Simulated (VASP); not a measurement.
OSZICAR of a VASP run on Fe (bcc):

**OSZICAR**
```
       N       E                     dE             d eps       ncg     rms          rms(c)
DAV:   1     0.156992577426E+02    0.15699E+02   -0.40772E+03  5412   0.106E+03
DAV:   2    -0.893234342489E+01   -0.24632E+02   -0.23091E+02  5256   0.127E+02
DAV:   3    -0.924256197188E+01   -0.31022E+00   -0.30940E+00  5905   0.197E+01
DAV:   4    -0.924396907567E+01   -0.14071E-02   -0.14070E-02  5759   0.126E+00
DAV:   5    -0.924398209150E+01   -0.13016E-04   -0.13015E-04  5652   0.106E-01    0.109E+01
DAV:   6    -0.833020209752E+01    0.91378E+00   -0.14083E+01  5520   0.593E+01    0.588E+00
DAV:   7    -0.823902597256E+01    0.91176E-01   -0.10057E+00  5506   0.153E+01    0.330E+00
DAV:   8    -0.823706386662E+01    0.19621E-02   -0.10083E-02  6479   0.901E-01    0.151E+00
DAV:   9    -0.822932438518E+01    0.77395E-02   -0.17549E-02  6682   0.124E+00    0.572E-01
DAV:  10    -0.823001143030E+01   -0.68705E-03   -0.13252E-04  6355   0.150E-01    0.480E-01
DAV:  11    -0.823122354309E+01   -0.12121E-02   -0.45262E-03  6447   0.751E-01    0.125E-01
DAV:  12    -0.823136287382E+01   -0.13933E-03   -0.10106E-04  6068   0.130E-01    0.552E-02
DAV:  13    -0.823138308126E+01   -0.20207E-04   -0.14777E-05  6064   0.389E-02    0.190E-02
DAV:  14    -0.823138415074E+01   -0.10695E-05   -0.43219E-06  3933   0.247E-02    0.496E-03
DAV:  15    -0.823138394979E+01    0.20095E-06   -0.29622E-07  2644   0.655E-03
   1 F= -.82313839E+01 E0= -.82314983E+01  d E =-.823138E+01  mag=     2.2748
       N       E                     dE             d eps       ncg     rms          rms(c)
DAV:   1    -0.864214277797E+01   -0.41076E+00   -0.89028E+00  5443   0.516E+01    0.626E+00
DAV:   2    -0.826318777643E+01    0.37896E+00   -0.37147E+00  5476   0.300E+01    0.502E+00
DAV:   3    -0.824066589798E+01    0.22522E-01   -0.17825E-01  5570   0.675E+00    0.196E+00
DAV:   4    -0.823694758555E+01    0.37183E-02   -0.22323E-03  5541   0.708E-01    0.383E-01
DAV:   5    -0.823382917079E+01    0.31184E-02   -0.53363E-03  5915   0.666E-01    0.688E-02
DAV:   6    -0.823387222376E+01   -0.43053E-04   -0.10367E-04  5569   0.127E-01    0.368E-02
DAV:   7    -0.823387235780E+01   -0.13404E-06   -0.10894E-05  5477   0.602E-02    0.179E-02
DAV:   8    -0.823387127294E+01    0.10849E-05   -0.12037E-06  4040   0.157E-02    0.792E-03
DAV:   9    -0.823387102213E+01    0.25081E-06   -0.35494E-07  2624   0.822E-03
   2 F= -.82338710E+01 E0= -.82338001E+01  d E =-.248707E-02  mag=     2.1206
       N       E                     dE             d eps       ncg     rms          rms(c)
DAV:   1    -0.833115442143E+01   -0.97283E-01   -0.20313E+00  5424   0.256E+01    0.300E+00
DAV:   2    -0.825135437493E+01    0.79800E-01   -0.99834E-01  5481   0.147E+01    0.260E+00
DAV:   3    -0.824195077982E+01    0.94036E-02   -0.61961E-02  5586   0.396E+00    0.952E-01
DAV:   4    -0.824109031920E+01    0.86046E-03   -0.68572E-04  5601   0.451E-01    0.203E-01
DAV:   5    -0.824036852117E+01    0.72180E-03   -0.10697E-03  5421   0.355E-01    0.411E-02
DAV:   6    -0.824037588591E+01   -0.73647E-05   -0.20938E-05  5462   0.682E-02    0.216E-02
DAV:   7    -0.824037737589E+01   -0.14900E-05   -0.24137E-06  3487   0.149E-02    0.783E-03
DAV:   8    -0.824037808956E+01   -0.71367E-06   -0.10831E-06  2665   0.134E-02
   3 F= -.82403781E+01 E0= -.82404260E+01  d E =-.899414E-02  mag=     2.2209
```

Q: Which electronic solver shows in the log?

A: It is blocked Davidson (ALGO = Normal, or the opening steps of other solvers). The INCAR had ALGO = Normal.

Q: How was spin treated?

A: Collinear spin (ISPIN = 2): the summary line carries one mag value, 2.22 μB in the cell.

Q: Can the final energy be trusted as converged?

A: The run converged. It stopped with EDIFF = 1E-6, NELM = 100, NSW = 60 and EDIFFG = -0.01 after 3 ionic steps (PBE GGA, plane waves, VASP's PBE PAW potentials (set 64)). Energy and stress use the plane-wave basis of the starting cell.

The compound is Fe in the bcc structure. This run relaxes it. Symmetry was kept, so distortions that lower it aren't found.
